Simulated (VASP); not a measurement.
Calculation: PBEsol GGA, VASP's PBE PAW potentials (set 64) (plane waves; VASP).

VASP input:

File POSCAR:
```
Be4STe3
1.0
  0.0000000000   2.7220732977   2.7220732977
  2.7220732977   0.0000000000   2.7220732977
 10.8612907530  10.8612907530   0.0270024382
Be Te S
4 3 1
direct
  0.0266670024   0.0266670024   0.9799997482
  0.0080383557   0.0080383557   0.2439712332
  0.9925859412   0.9925859412   0.5055605442
  0.9749033318   0.9749033318   0.7688225011
  0.2651547775   0.2651547775   0.0511339169
  0.2498623208   0.2498623208   0.3126032594
  0.2342249302   0.2342249302   0.5743313024
  0.2485633404   0.2485633404   0.8135774947
```

**KPOINTS**
```
Automatic mesh
0
Gamma
8 8 2
0 0 0
```

**INCAR**
```
! general
SYSTEM =Be4STe3
PREC   =Accurate
ENCUT  =400   ! plane-wave cut-off (eV)
LREAL  =.False.
LASPH  =.True.   ! aspherical one-centre terms

! electronic loop
EDIFF  =1E-7   ! SCF stop (eV)
NELM   =100
ALGO   =Normal
LMAXMIX=4   ! l cut-off of mixed one-centre charges

! smearing
ISMEAR =-5   ! tetrahedra, Bloechl

! functional
GGA    =PS   ! PBEsol

! ions
ISIF   =2   ! forces and stress, cell fixed

! output
LWAVE  =.False.
LCHARG =.True.
LORBIT =11   ! lm-projected
NEDOS  =601

! other
LEFG   =.True.
```

POTCAR, in this order: Be Te S (PBE.64 set). Program: vasp_std.

The run wrote:

OSZICAR:
```
       N       E                     dE             d eps       ncg     rms          rms(c)
DAV:   1     0.116454748219E+03    0.11645E+03   -0.10494E+04   840   0.103E+03
DAV:   2    -0.250567739808E+02   -0.14151E+03   -0.13505E+03  1173   0.181E+02
DAV:   3    -0.350500687171E+02   -0.99933E+01   -0.99320E+01  1067   0.545E+01
DAV:   4    -0.352874421251E+02   -0.23737E+00   -0.23695E+00  1113   0.101E+01
DAV:   5    -0.352929311519E+02   -0.54890E-02   -0.54881E-02  1055   0.149E+00    0.884E+00
DAV:   6    -0.347331944519E+02    0.55974E+00   -0.67371E-01  1036   0.375E+00    0.539E+00
DAV:   7    -0.345725297869E+02    0.16066E+00   -0.62670E-01  1073   0.369E+00    0.954E-01
DAV:   8    -0.345683448858E+02    0.41849E-02   -0.45049E-02   998   0.125E+00    0.581E-01
DAV:   9    -0.345684928717E+02   -0.14799E-03   -0.77591E-03  1038   0.467E-01    0.142E-01
DAV:  10    -0.345685075402E+02   -0.14669E-04   -0.60212E-04  1014   0.134E-01    0.804E-02
DAV:  11    -0.345685672117E+02   -0.59671E-04   -0.12609E-04  1044   0.665E-02    0.344E-02
DAV:  12    -0.345685744451E+02   -0.72334E-05   -0.13092E-05  1034   0.193E-02    0.134E-02
DAV:  13    -0.345685771383E+02   -0.26933E-05   -0.34538E-06  1020   0.104E-02    0.632E-03
DAV:  14    -0.345685775101E+02   -0.37181E-06   -0.90485E-07  1020   0.581E-03    0.346E-03
DAV:  15    -0.345685775356E+02   -0.25457E-07   -0.37493E-07  1022   0.323E-03
   1 F= -.34568578E+02 E0= -.34568578E+02  d E =0.000000E+00
```

File OUTCAR:
```
------------------------ aborting loop because EDIFF is reached ----------------------------------------
  FORCE on cell =-STRESS in cart. coord.  units (eV):
  Direction    XX          YY          ZZ          XY          YZ          ZX
  --------------------------------------------------------------------------------------
  Total       -0.0273681     -0.0273681     -0.0273681      0.0269474     -0.0269474     -0.0269474
  in kB       -0.2727626     -0.2727626     -0.2727626      0.2685689     -0.2685689     -0.2685689
  external PRESSURE =      -0.2727626 kB  Pullay stress =       0.0000000 kB
  volume of cell :      160.76
      direct lattice vectors                 reciprocal lattice vectors
     0.000000000  2.722073298  2.722073298    -0.183912132  0.183454905  0.183912132
     2.722073298  0.000000000  2.722073298     0.183454905 -0.183912132  0.183912132
    10.861290753 10.861290753  0.027002438     0.046092340  0.046092340 -0.046092340
 POSITION                                       TOTAL-FORCE (eV/Angst)
 -----------------------------------------------------------------------------------
     10.71665     10.71665      0.17164         0.000118      0.000118     -0.000118
      2.67172      2.67172      0.05035        -0.002958     -0.002958      0.002958
      8.19293      8.19293      5.41743         0.005518      0.005518     -0.005518
     11.00416     11.00416      5.32828        -0.000821     -0.000821      0.000821
      1.27715      1.27715      1.44492        -0.001831     -0.001831      0.001831
      4.07542      4.07542      1.36873         0.000235      0.000235     -0.000235
      6.87556      6.87556      1.29066         0.002358      0.002358     -0.002358
      9.51311      9.51311      1.37518        -0.002620     -0.002620      0.002620
 -----------------------------------------------------------------------------------
    total drift:                                0.000036      0.000036     -0.000033
  FREE ENERGIE OF THE ION-ELECTRON SYSTEM (eV)
  ---------------------------------------------------
  free  energy   TOTEN  =       -34.5685775356 eV

  energy  without entropy=      -34.5685775356  energy(sigma->0) =      -34.56857754

 total charge

# of ion       s       p       d       tot
------------------------------------------
    1        0.386   0.637   0.000   1.023
    2        0.384   0.620   0.000   1.004
    3        0.383   0.620   0.000   1.004
    4        0.334   0.473   0.000   0.807
    5        1.333   2.172   0.036   3.541
    6        1.332   2.169   0.038   3.539
    7        1.333   2.172   0.037   3.542
    8        1.306   2.408   0.000   3.714
--------------------------------------------------
tot          6.791  11.273   0.111  18.175

 Electric field gradients after diagonalization (V/A^2)
 (convention: |V_zz| > |V_xx| > |V_yy|)
----------------------------------------------------------------------
 ion       V_xx      V_yy      V_zz     asymmetry (V_yy - V_xx)/ V_zz
----------------------------------------------------------------------
   1       0.730     0.730    -1.460       0.000
   2      -0.177    -0.177     0.355       0.000
   3      -0.124    -0.124     0.248       0.000
   4       0.277     0.277    -0.553       0.000
   5     -23.878   -23.878    47.756       0.000
   6     -23.847   -23.847    47.694       0.000
   7     -17.850   -17.850    35.700       0.000
   8      20.163    20.162   -40.325       0.000
```
(Selected blocks of OUTCAR.)

### OUTCAR
```
 val. band max:        5.4070516461   @ k =   0.0000   0.0000   0.0000

 cond. band min:       6.8885660769   @ k =   0.5000   0.0000  -0.0000


 Fermi energy:         5.4292999774

 k-point     1 :       0.0000    0.0000    0.0000
  band No.  band energies     occupation
      1      -8.4606      2.00000
      2      -7.1363      2.00000
      3      -6.8056      2.00000
      4      -6.1457      2.00000
      5      -0.7672      2.00000
      6       1.3646      2.00000
      7       1.6587      2.00000
      8       2.6239      2.00000
      9       2.6239      2.00000
     10       4.5471      2.00000
     11       4.5471      2.00000
     12       4.7887      2.00000
     13       4.8539      2.00000
     14       4.8539      2.00000
     15       5.4071      2.00000
     16       5.4071      2.00000
     17       7.2337      0.00000
     18       8.9172      0.00000
     19       8.9172      0.00000
     20       8.9608      0.00000
     21       8.9950      0.00000

 k-point     2 :       0.1250    0.0000   -0.0000
  band No.  band energies     occupation
      1      -8.3706      2.00000
      2      -7.0222      2.00000
      3      -6.6205      2.00000
      4      -6.0605      2.00000
      5      -0.5464      2.00000
      6       0.9141      2.00000
      7       1.8644      2.00000
      8       2.4064      2.00000
      9       2.4411      2.00000
     10       3.4787      2.00000
     11       3.8782      2.00000
     12       4.1662      2.00000
     13       4.2813      2.00000
     14       4.6116      2.00000
     15       4.6579      2.00000
     16       5.1337      2.00000
     17       7.7365      0.00000
     18       8.7815      0.00000
     19       9.0874      0.00000
     20       9.2268      0.00000
     21       9.2393      0.00000

 k-point     3 :       0.2500    0.0000   -0.0000
  band No.  band energies     occupation
      1      -8.1381      2.00000
      2      -6.6503      2.00000
      3      -6.1923      2.00000
...
```

Unless said otherwise, spin-orbit coupling is left out, though it shifts the bands of the heavy elements here.

The structure was generated: Be4STe3 was put into an ordered model structure (R3m), which need not be its known phase. It was relaxed first.
